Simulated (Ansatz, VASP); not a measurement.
# Ge (Germanium): VASP beside Ansatz

One calculation is typed for both programs; each brings its own data sets. How far apart do they land? The cell is taken from a series of runs on this material, whose earlier steps may have relaxed, scaled, displaced or heated it; both programs get it as it stands.

Main program and level: Ansatz 0.2.0; plane waves, with VASP 6.6.1 beside it; zone-centre phonons at LDA.

## (1) Set-up

It takes space group Imma (No. 74, orthorhombic). The conventional cell has a = 3.895 Å, b = 3.977 Å, c = 5.664 Å, α = 90.00°, β = 90.00°, γ = 90.00°. Ge has 4 Ge at 2.42 to 2.43 Å nearest.

Coordinates:

```cif
data_structure
_symmetry_space_group_name_H-M 'P 1'
_symmetry_Int_Tables_number 1
_cell_length_a 3.9708
_cell_length_b 3.9708
_cell_length_c 3.8955
_cell_angle_alpha 60.625
_cell_angle_beta 60.625
_cell_angle_gamma 60.102
_cell_volume 43.87
loop_
_atom_site_label
_atom_site_type_symbol
_atom_site_fract_x
_atom_site_fract_y
_atom_site_fract_z
_atom_site_occupancy
Ge1 Ge 0.49862 0.49862 0.50134 1
Ge2 Ge 0.75138 0.75138 0.74866 1
```

## (2) VASP: zone-centre phonons, LDA

Second derivatives magnify differences that forces hide, and they need a tight electronic threshold.

Lines of VASP's logs that name or quote its potential files are left out, and so is its time.

File INCAR:

```
SYSTEM = Ge
PREC = Accurate
ENCUT = 500
EDIFF = 1E-08
NELM = 120
ISMEAR = 0
SIGMA = 0.015
LREAL = .FALSE.
ALGO = Normal
GGA = PW92
NBANDS = 20
LORBIT = 11
LWAVE = .FALSE.
LCHARG = .FALSE.
ISIF = 2
ISYM = 2
IBRION = 8
LASPH = .TRUE.
GGA_COMPAT = .FALSE.
EFERMI = MIDGAP
KPAR = 2
```

File POSCAR:

```
Ge
1.0
   -0.0287857910      2.7833136097      2.8318382607
    2.7833136097     -0.0287857910      2.8318382607
    2.7545278188      2.7545278188      0.0000000000
Ge
2
Direct
    0.4986201739      0.4986201739      0.5013371245
    0.7513798261      0.7513798261      0.7486628755
```

File KPOINTS:

```
Points of the shifted mesh
1728
Reciprocal
 0.0416666667  0.0416666667  0.0416666667 1
 0.0416666667  0.0416666667  0.1250000000 1
 0.0416666667  0.0416666667  0.2083333333 1
 0.0416666667  0.0416666667  0.2916666667 1
 0.0416666667  0.0416666667  0.3750000000 1
 0.0416666667  0.0416666667  0.4583333333 1
 0.0416666667  0.0416666667  0.5416666667 1
 0.0416666667  0.0416666667  0.6250000000 1
 0.0416666667  0.0416666667  0.7083333333 1
 0.0416666667  0.0416666667  0.7916666667 1
 0.0416666667  0.0416666667  0.8750000000 1
 0.0416666667  0.0416666667  0.9583333333 1
 0.0416666667  0.1250000000  0.0416666667 1
 0.0416666667  0.1250000000  0.1250000000 1
 0.0416666667  0.1250000000  0.2083333333 1
 0.0416666667  0.1250000000  0.2916666667 1
 0.0416666667  0.1250000000  0.3750000000 1
 0.0416666667  0.1250000000  0.4583333333 1
 0.0416666667  0.1250000000  0.5416666667 1
 0.0416666667  0.1250000000  0.6250000000 1
 0.0416666667  0.1250000000  0.7083333333 1
 0.0416666667  0.1250000000  0.7916666667 1
 0.0416666667  0.1250000000  0.8750000000 1
 0.0416666667  0.1250000000  0.9583333333 1
 0.0416666667  0.2083333333  0.0416666667 1
 0.0416666667  0.2083333333  0.1250000000 1
 0.0416666667  0.2083333333  0.2083333333 1
 0.0416666667  0.2083333333  0.2916666667 1
 0.0416666667  0.2083333333  0.3750000000 1
 0.0416666667  0.2083333333  0.4583333333 1
 0.0416666667  0.2083333333  0.5416666667 1
 0.0416666667  0.2083333333  0.6250000000 1
 0.0416666667  0.2083333333  0.7083333333 1
 0.0416666667  0.2083333333  0.7916666667 1
 0.0416666667  0.2083333333  0.8750000000 1
 0.0416666667  0.2083333333  0.9583333333 1
 0.0416666667  0.2916666667  0.0416666667 1
 0.0416666667  0.2916666667  0.1250000000 1
 0.0416666667  0.2916666667  0.2083333333 1
 0.0416666667  0.2916666667  0.2916666667 1
 0.0416666667  0.2916666667  0.3750000000 1
 0.0416666667  0.2916666667  0.4583333333 1
 0.0416666667  0.2916666667  0.5416666667 1
 0.0416666667  0.2916666667  0.6250000000 1
 0.0416666667  0.2916666667  0.7083333333 1
 0.0416666667  0.2916666667  0.7916666667 1
 0.0416666667  0.2916666667  0.8750000000 1
 0.0416666667  0.2916666667  0.9583333333 1
 0.0416666667  0.3750000000  0.0416666667 1
 0.0416666667  0.3750000000  0.1250000000 1
 0.0416666667  0.3750000000  0.2083333333 1
 0.0416666667  0.3750000000  0.2916666667 1
 0.0416666667  0.3750000000  0.3750000000 1
 0.0416666667  0.3750000000  0.4583333333 1
 0.0416666667  0.3750000000  0.5416666667 1
 0.0416666667  0.3750000000  0.6250000000 1
 0.0416666667  0.3750000000  0.7083333333 1
 0.0416666667  0.3750000000  0.7916666667 1
 0.0416666667  0.3750000000  0.8750000000 1
 0.0416666667  0.3750000000  0.9583333333 1
 0.0416666667  0.4583333333  0.0416666667 1
 0.0416666667  0.4583333333  0.1250000000 1
 0.0416666667  0.4583333333  0.2083333333 1
 0.0416666667  0.4583333333  0.2916666667 1
 0.0416666667  0.4583333333  0.3750000000 1
 0.0416666667  0.4583333333  0.4583333333 1
 0.0416666667  0.4583333333  0.5416666667 1
 0.0416666667  0.4583333333  0.6250000000 1
 0.0416666667  0.4583333333  0.7083333333 1
 0.0416666667  0.4583333333  0.7916666667 1
 0.0416666667  0.4583333333  0.8750000000 1
 0.0416666667  0.4583333333  0.9583333333 1
 0.0416666667  0.5416666667  0.0416666667 1
 0.0416666667  0.5416666667  0.1250000000 1
 0.0416666667  0.5416666667  0.2083333333 1
 0.0416666667  0.5416666667  0.2916666667 1
 0.0416666667  0.5416666667  0.3750000000 1
 0.0416666667  0.5416666667  0.4583333333 1
 0.0416666667  0.5416666667  0.5416666667 1
 0.0416666667  0.5416666667  0.6250000000 1
 0.0416666667  0.5416666667  0.7083333333 1
 0.0416666667  0.5416666667  0.7916666667 1
 0.0416666667  0.5416666667  0.8750000000 1
 0.0416666667  0.5416666667  0.9583333333 1
 0.0416666667  0.6250000000  0.0416666667 1
 0.0416666667  0.6250000000  0.1250000000 1
 0.0416666667  0.6250000000  0.2083333333 1
 0.0416666667  0.6250000000  0.2916666667 1
 0.0416666667  0.6250000000  0.3750000000 1
 0.0416666667  0.6250000000  0.4583333333 1
 0.0416666667  0.6250000000  0.5416666667 1
 0.0416666667  0.6250000000  0.6250000000 1
 0.0416666667  0.6250000000  0.7083333333 1
 0.0416666667  0.6250000000  0.7916666667 1
 0.0416666667  0.6250000000  0.8750000000 1
 0.0416666667  0.6250000000  0.9583333333 1
 0.0416666667  0.7083333333  0.0416666667 1
 0.0416666667  0.7083333333  0.1250000000 1
 0.0416666667  0.7083333333  0.2083333333 1
 0.0416666667  0.7083333333  0.2916666667 1
 0.0416666667  0.7083333333  0.3750000000 1
 0.0416666667  0.7083333333  0.4583333333 1
 0.0416666667  0.7083333333  0.5416666667 1
 0.0416666667  0.7083333333  0.6250000000 1
 0.0416666667  0.7083333333  0.7083333333 1
 0.0416666667  0.7083333333  0.7916666667 1
 0.0416666667  0.7083333333  0.8750000000 1
 0.0416666667  0.7083333333  0.9583333333 1
 0.0416666667  0.7916666667  0.0416666667 1
 0.0416666667  0.7916666667  0.1250000000 1
 0.0416666667  0.7916666667  0.2083333333 1
 0.0416666667  0.7916666667  0.2916666667 1
[... 1390 lines left out ...]
 0.8750000000  0.4583333333  0.1250000000 1
 0.8750000000  0.4583333333  0.2083333333 1
 0.8750000000  0.4583333333  0.2916666667 1
 0.8750000000  0.4583333333  0.3750000000 1
 0.8750000000  0.4583333333  0.4583333333 1
 0.8750000000  0.4583333333  0.5416666667 1
 0.8750000000  0.4583333333  0.6250000000 1
 0.8750000000  0.4583333333  0.7083333333 1
 0.8750000000  0.4583333333  0.7916666667 1
 0.8750000000  0.4583333333  0.8750000000 1
 0.8750000000  0.4583333333  0.9583333333 1
 0.8750000000  0.5416666667  0.0416666667 1
 0.8750000000  0.5416666667  0.1250000000 1
 0.8750000000  0.5416666667  0.2083333333 1
 0.8750000000  0.5416666667  0.2916666667 1
 0.8750000000  0.5416666667  0.3750000000 1
 0.8750000000  0.5416666667  0.4583333333 1
 0.8750000000  0.5416666667  0.5416666667 1
 0.8750000000  0.5416666667  0.6250000000 1
 0.8750000000  0.5416666667  0.7083333333 1
 0.8750000000  0.5416666667  0.7916666667 1
 0.8750000000  0.5416666667  0.8750000000 1
 0.8750000000  0.5416666667  0.9583333333 1
 0.8750000000  0.6250000000  0.0416666667 1
 0.8750000000  0.6250000000  0.1250000000 1
 0.8750000000  0.6250000000  0.2083333333 1
 0.8750000000  0.6250000000  0.2916666667 1
 0.8750000000  0.6250000000  0.3750000000 1
 0.8750000000  0.6250000000  0.4583333333 1
 0.8750000000  0.6250000000  0.5416666667 1
 0.8750000000  0.6250000000  0.6250000000 1
 0.8750000000  0.6250000000  0.7083333333 1
 0.8750000000  0.6250000000  0.7916666667 1
 0.8750000000  0.6250000000  0.8750000000 1
 0.8750000000  0.6250000000  0.9583333333 1
 0.8750000000  0.7083333333  0.0416666667 1
 0.8750000000  0.7083333333  0.1250000000 1
 0.8750000000  0.7083333333  0.2083333333 1
 0.8750000000  0.7083333333  0.2916666667 1
 0.8750000000  0.7083333333  0.3750000000 1
 0.8750000000  0.7083333333  0.4583333333 1
 0.8750000000  0.7083333333  0.5416666667 1
 0.8750000000  0.7083333333  0.6250000000 1
 0.8750000000  0.7083333333  0.7083333333 1
 0.8750000000  0.7083333333  0.7916666667 1
 0.8750000000  0.7083333333  0.8750000000 1
 0.8750000000  0.7083333333  0.9583333333 1
 0.8750000000  0.7916666667  0.0416666667 1
 0.8750000000  0.7916666667  0.1250000000 1
 0.8750000000  0.7916666667  0.2083333333 1
 0.8750000000  0.7916666667  0.2916666667 1
 0.8750000000  0.7916666667  0.3750000000 1
 0.8750000000  0.7916666667  0.4583333333 1
 0.8750000000  0.7916666667  0.5416666667 1
 0.8750000000  0.7916666667  0.6250000000 1
 0.8750000000  0.7916666667  0.7083333333 1
 0.8750000000  0.7916666667  0.7916666667 1
 0.8750000000  0.7916666667  0.8750000000 1
 0.8750000000  0.7916666667  0.9583333333 1
 0.8750000000  0.8750000000  0.0416666667 1
 0.8750000000  0.8750000000  0.1250000000 1
 0.8750000000  0.8750000000  0.2083333333 1
 0.8750000000  0.8750000000  0.2916666667 1
 0.8750000000  0.8750000000  0.3750000000 1
 0.8750000000  0.8750000000  0.4583333333 1
 0.8750000000  0.8750000000  0.5416666667 1
 0.8750000000  0.8750000000  0.6250000000 1
 0.8750000000  0.8750000000  0.7083333333 1
 0.8750000000  0.8750000000  0.7916666667 1
 0.8750000000  0.8750000000  0.8750000000 1
 0.8750000000  0.8750000000  0.9583333333 1
 0.8750000000  0.9583333333  0.0416666667 1
 0.8750000000  0.9583333333  0.1250000000 1
 0.8750000000  0.9583333333  0.2083333333 1
 0.8750000000  0.9583333333  0.2916666667 1
 0.8750000000  0.9583333333  0.3750000000 1
 0.8750000000  0.9583333333  0.4583333333 1
 0.8750000000  0.9583333333  0.5416666667 1
 0.8750000000  0.9583333333  0.6250000000 1
 0.8750000000  0.9583333333  0.7083333333 1
 0.8750000000  0.9583333333  0.7916666667 1
 0.8750000000  0.9583333333  0.8750000000 1
 0.8750000000  0.9583333333  0.9583333333 1
 0.9583333333  0.0416666667  0.0416666667 1
 0.9583333333  0.0416666667  0.1250000000 1
 0.9583333333  0.0416666667  0.2083333333 1
 0.9583333333  0.0416666667  0.2916666667 1
 0.9583333333  0.0416666667  0.3750000000 1
 0.9583333333  0.0416666667  0.4583333333 1
 0.9583333333  0.0416666667  0.5416666667 1
 0.9583333333  0.0416666667  0.6250000000 1
 0.9583333333  0.0416666667  0.7083333333 1
 0.9583333333  0.0416666667  0.7916666667 1
 0.9583333333  0.0416666667  0.8750000000 1
 0.9583333333  0.0416666667  0.9583333333 1
 0.9583333333  0.1250000000  0.0416666667 1
 0.9583333333  0.1250000000  0.1250000000 1
 0.9583333333  0.1250000000  0.2083333333 1
 0.9583333333  0.1250000000  0.2916666667 1
 0.9583333333  0.1250000000  0.3750000000 1
 0.9583333333  0.1250000000  0.4583333333 1
 0.9583333333  0.1250000000  0.5416666667 1
 0.9583333333  0.1250000000  0.6250000000 1
 0.9583333333  0.1250000000  0.7083333333 1
 0.9583333333  0.1250000000  0.7916666667 1
 0.9583333333  0.1250000000  0.8750000000 1
 0.9583333333  0.1250000000  0.9583333333 1
 0.9583333333  0.2083333333  0.0416666667 1
 0.9583333333  0.2083333333  0.1250000000 1
 0.9583333333  0.2083333333  0.2083333333 1
 0.9583333333  0.2083333333  0.2916666667 1
 0.9583333333  0.2083333333  0.3750000000 1
 0.9583333333  0.2083333333  0.4583333333 1
 0.9583333333  0.2083333333  0.5416666667 1
 0.9583333333  0.2083333333  0.6250000000 1
 0.9583333333  0.2083333333  0.7083333333 1
 0.9583333333  0.2083333333  0.7916666667 1
 0.9583333333  0.2083333333  0.8750000000 1
 0.9583333333  0.2083333333  0.9583333333 1
 0.9583333333  0.2916666667  0.0416666667 1
 0.9583333333  0.2916666667  0.1250000000 1
 0.9583333333  0.2916666667  0.2083333333 1
 0.9583333333  0.2916666667  0.2916666667 1
 0.9583333333  0.2916666667  0.3750000000 1
 0.9583333333  0.2916666667  0.4583333333 1
 0.9583333333  0.2916666667  0.5416666667 1
 0.9583333333  0.2916666667  0.6250000000 1
 0.9583333333  0.2916666667  0.7083333333 1
 0.9583333333  0.2916666667  0.7916666667 1
 0.9583333333  0.2916666667  0.8750000000 1
 0.9583333333  0.2916666667  0.9583333333 1
 0.9583333333  0.3750000000  0.0416666667 1
 0.9583333333  0.3750000000  0.1250000000 1
 0.9583333333  0.3750000000  0.2083333333 1
 0.9583333333  0.3750000000  0.2916666667 1
 0.9583333333  0.3750000000  0.3750000000 1
 0.9583333333  0.3750000000  0.4583333333 1
 0.9583333333  0.3750000000  0.5416666667 1
 0.9583333333  0.3750000000  0.6250000000 1
 0.9583333333  0.3750000000  0.7083333333 1
 0.9583333333  0.3750000000  0.7916666667 1
 0.9583333333  0.3750000000  0.8750000000 1
 0.9583333333  0.3750000000  0.9583333333 1
 0.9583333333  0.4583333333  0.0416666667 1
 0.9583333333  0.4583333333  0.1250000000 1
 0.9583333333  0.4583333333  0.2083333333 1
 0.9583333333  0.4583333333  0.2916666667 1
 0.9583333333  0.4583333333  0.3750000000 1
 0.9583333333  0.4583333333  0.4583333333 1
 0.9583333333  0.4583333333  0.5416666667 1
 0.9583333333  0.4583333333  0.6250000000 1
 0.9583333333  0.4583333333  0.7083333333 1
 0.9583333333  0.4583333333  0.7916666667 1
 0.9583333333  0.4583333333  0.8750000000 1
 0.9583333333  0.4583333333  0.9583333333 1
 0.9583333333  0.5416666667  0.0416666667 1
 0.9583333333  0.5416666667  0.1250000000 1
 0.9583333333  0.5416666667  0.2083333333 1
 0.9583333333  0.5416666667  0.2916666667 1
 0.9583333333  0.5416666667  0.3750000000 1
 0.9583333333  0.5416666667  0.4583333333 1
 0.9583333333  0.5416666667  0.5416666667 1
 0.9583333333  0.5416666667  0.6250000000 1
 0.9583333333  0.5416666667  0.7083333333 1
 0.9583333333  0.5416666667  0.7916666667 1
 0.9583333333  0.5416666667  0.8750000000 1
 0.9583333333  0.5416666667  0.9583333333 1
 0.9583333333  0.6250000000  0.0416666667 1
 0.9583333333  0.6250000000  0.1250000000 1
 0.9583333333  0.6250000000  0.2083333333 1
 0.9583333333  0.6250000000  0.2916666667 1
 0.9583333333  0.6250000000  0.3750000000 1
 0.9583333333  0.6250000000  0.4583333333 1
 0.9583333333  0.6250000000  0.5416666667 1
 0.9583333333  0.6250000000  0.6250000000 1
 0.9583333333  0.6250000000  0.7083333333 1
 0.9583333333  0.6250000000  0.7916666667 1
 0.9583333333  0.6250000000  0.8750000000 1
 0.9583333333  0.6250000000  0.9583333333 1
 0.9583333333  0.7083333333  0.0416666667 1
 0.9583333333  0.7083333333  0.1250000000 1
 0.9583333333  0.7083333333  0.2083333333 1
 0.9583333333  0.7083333333  0.2916666667 1
 0.9583333333  0.7083333333  0.3750000000 1
 0.9583333333  0.7083333333  0.4583333333 1
 0.9583333333  0.7083333333  0.5416666667 1
 0.9583333333  0.7083333333  0.6250000000 1
 0.9583333333  0.7083333333  0.7083333333 1
 0.9583333333  0.7083333333  0.7916666667 1
 0.9583333333  0.7083333333  0.8750000000 1
 0.9583333333  0.7083333333  0.9583333333 1
 0.9583333333  0.7916666667  0.0416666667 1
 0.9583333333  0.7916666667  0.1250000000 1
 0.9583333333  0.7916666667  0.2083333333 1
 0.9583333333  0.7916666667  0.2916666667 1
 0.9583333333  0.7916666667  0.3750000000 1
 0.9583333333  0.7916666667  0.4583333333 1
 0.9583333333  0.7916666667  0.5416666667 1
 0.9583333333  0.7916666667  0.6250000000 1
 0.9583333333  0.7916666667  0.7083333333 1
 0.9583333333  0.7916666667  0.7916666667 1
 0.9583333333  0.7916666667  0.8750000000 1
 0.9583333333  0.7916666667  0.9583333333 1
 0.9583333333  0.8750000000  0.0416666667 1
 0.9583333333  0.8750000000  0.1250000000 1
 0.9583333333  0.8750000000  0.2083333333 1
 0.9583333333  0.8750000000  0.2916666667 1
 0.9583333333  0.8750000000  0.3750000000 1
 0.9583333333  0.8750000000  0.4583333333 1
 0.9583333333  0.8750000000  0.5416666667 1
 0.9583333333  0.8750000000  0.6250000000 1
 0.9583333333  0.8750000000  0.7083333333 1
 0.9583333333  0.8750000000  0.7916666667 1
 0.9583333333  0.8750000000  0.8750000000 1
 0.9583333333  0.8750000000  0.9583333333 1
 0.9583333333  0.9583333333  0.0416666667 1
 0.9583333333  0.9583333333  0.1250000000 1
 0.9583333333  0.9583333333  0.2083333333 1
 0.9583333333  0.9583333333  0.2916666667 1
 0.9583333333  0.9583333333  0.3750000000 1
 0.9583333333  0.9583333333  0.4583333333 1
 0.9583333333  0.9583333333  0.5416666667 1
 0.9583333333  0.9583333333  0.6250000000 1
 0.9583333333  0.9583333333  0.7083333333 1
 0.9583333333  0.9583333333  0.7916666667 1
 0.9583333333  0.9583333333  0.8750000000 1
 0.9583333333  0.9583333333  0.9583333333 1
```

The projector-augmented-wave data sets are Ge_d (LDA family, release 64).

The run is started by

```console
$ mpirun -np 2 vasp_std
```

Numbers of over 12 decimals in the logs are rounded to 6 here.

Output:

```text
[banner, memory and clock lines left out]
running    2 mpi-ranks, on    1 nodes
[...]
|                                                                             |
|               ----> ADVICE to this user running VASP <----                  |
|                                                                             |
|     You enforced a specific xc type in the INCAR file but a different       |
|     [... a line on the potential file left out ...]
|     I HOPE YOU KNOW WHAT YOU ARE DOING!                                     |
|                                                                             |

 LDA part: xc-table for (Slater(with rela. corr.)+PW92), standard interpolation
 POSCAR, INCAR and KPOINTS ok, starting setup
[...]
entering main loop
       N       E                     dE             d eps       ncg     rms          rms(c)
DAV:   1     0.182391716336E+03    0.18239E+03   -0.14707E+04 74612   0.373E+03
DAV:   2     0.146468826239E+02   -0.16774E+03   -0.16328E+03 69260   0.582E+02
DAV:   3    -0.978697396863E+01   -0.24434E+02   -0.24256E+02 77724   0.143E+02
DAV:   4    -0.105549553915E+02   -0.76798E+00   -0.76742E+00 77864   0.298E+01
DAV:   5    -0.105673052866E+02   -0.12350E-01   -0.12349E-01 77408   0.410E+00    0.342E+00
DAV:   6    -0.104407720198E+02    0.12653E+00   -0.41308E-02 76648   0.166E+00    0.196E+00
DAV:   7    -0.103777537712E+02    0.63018E-01   -0.82447E-02 73228   0.211E+00    0.143E-01
DAV:   8    -0.103784608759E+02   -0.70710E-03   -0.58853E-03 78084   0.854E-01    0.450E-02
DAV:   9    -0.103784900159E+02   -0.29140E-04   -0.10146E-04 81580   0.109E-01    0.145E-02
DAV:  10    -0.103784868406E+02    0.31753E-05   -0.10700E-05 93664   0.482E-02    0.436E-03
DAV:  11    -0.103784866702E+02    0.17045E-06   -0.13519E-06 74804   0.851E-03    0.131E-03
DAV:  12    -0.103784866594E+02    0.10768E-07   -0.13151E-07 91596   0.414E-03    0.522E-04
DAV:  13    -0.103784866579E+02    0.14788E-08   -0.96426E-09 50268   0.108E-03
   1 F= -.10378487E+02 E0= -.10378487E+02  d E =-.100585E-11
 Linear response reoptimize wavefunctions to high precision
DAV:   1    -0.103784866583E+02   -0.33106E-09   -0.16351E-09 53472   0.413E-04
DAV:   2    -0.103784866583E+02   -0.20009E-10   -0.21223E-10 40536   0.183E-04
 Linear response DOF=           2
 Linear response progress:
  Degree of freedom:   1/  2
       N       E                     dE             d eps       ncg     rms          rms(c)
RMM:   1    -0.187955878520E+00   -0.18796E+00    0.86825E+00 84128   0.452E+01
RMM:   2    -0.195482856362E+00   -0.75270E-02   -0.13850E-02111774   0.113E+00    0.763E-02
RMM:   3    -0.195546449727E+00   -0.63593E-04   -0.97383E-04118896   0.323E-01    0.439E-02
RMM:   4    -0.195496343522E+00    0.50106E-04   -0.67455E-05126927   0.835E-02    0.491E-03
RMM:   5    -0.195503267443E+00   -0.69239E-05   -0.44298E-06122081   0.191E-02    0.247E-03
RMM:   6    -0.195514330970E+00   -0.11064E-04   -0.24282E-07124119   0.528E-03    0.324E-04
RMM:   7    -0.195513663547E+00    0.66742E-06   -0.43666E-08127525   0.171E-03    0.203E-04
RMM:   8    -0.195513231619E+00    0.43193E-06   -0.15641E-08129271   0.587E-04    0.400E-05
RMM:   9    -0.195513066312E+00    0.16531E-06    0.17477E-09129243   0.264E-04    0.166E-05
RMM:  10    -0.195513156805E+00   -0.90493E-07   -0.71967E-09129957   0.125E-04    0.535E-06
RMM:  11    -0.195513168292E+00   -0.11487E-07   -0.21426E-08132397   0.719E-05    0.271E-06
RMM:  12    -0.195513187158E+00   -0.18866E-07   -0.17343E-08148900   0.480E-05    0.157E-06
RMM:  13    -0.195513202412E+00   -0.15254E-07    0.51287E-09167858   0.375E-05    0.190E-07
RMM:  14    -0.195513200623E+00    0.17896E-08    0.30673E-09166936   0.320E-05    0.196E-07
 first order change of Fermi-energy   0.23291E+01
 force on displaced ion       1 direction 1 : -11.894  -0.209   0.008
 Linear response progress:
  Degree of freedom:   2/  2
       N       E                     dE             d eps       ncg     rms          rms(c)
RMM:   1    -0.188111971521E+00   -0.18811E+00    0.85527E+00 83893   0.449E+01
RMM:   2    -0.195681172110E+00   -0.75692E-02   -0.14156E-02111965   0.114E+00    0.775E-02
RMM:   3    -0.195747877074E+00   -0.66705E-04   -0.97800E-04119057   0.323E-01    0.445E-02
RMM:   4    -0.195702452990E+00    0.45424E-04   -0.67023E-05127058   0.835E-02    0.487E-03
RMM:   5    -0.195709044144E+00   -0.65912E-05   -0.43237E-06122103   0.191E-02    0.243E-03
RMM:   6    -0.195719345373E+00   -0.10301E-04   -0.25817E-07124107   0.528E-03    0.333E-04
RMM:   7    -0.195718821994E+00    0.52338E-06   -0.53364E-08127568   0.171E-03    0.200E-04
RMM:   8    -0.195718453072E+00    0.36892E-06   -0.72854E-09128631   0.595E-04    0.441E-05
RMM:   9    -0.195718268108E+00    0.18496E-06    0.82596E-10122100   0.277E-04    0.163E-05
RMM:  10    -0.195718367546E+00   -0.99437E-07   -0.14430E-08129103   0.133E-04    0.710E-06
RMM:  11    -0.195718382046E+00   -0.14501E-07   -0.16555E-08132463   0.745E-05    0.334E-06
RMM:  12    -0.195718407972E+00   -0.25926E-07   -0.12016E-08133047   0.496E-05    0.115E-06
RMM:  13    -0.195718413737E+00   -0.57647E-08   -0.42220E-09116065   0.382E-05    0.373E-07
 first order change of Fermi-energy  -0.25345E+00
 force on displaced ion       1 direction 3 :   0.008   0.008 -12.004
 Linear response finished
```

(Part 1 of 2 ends here.)

[Lines on the potential files, build, host, timing and source positions are cut from VASP's logs without a mark.]

[Logs are printed without paths, hosts, clocks, repeated set-up lines and the standing remarks that a program may print on its own settings, such as how far it seeks lower states.]

[Hosts, paths, dates, database ids (printed as entryN), source tags and the programs' standing remarks are cut or masked in the printed files.]
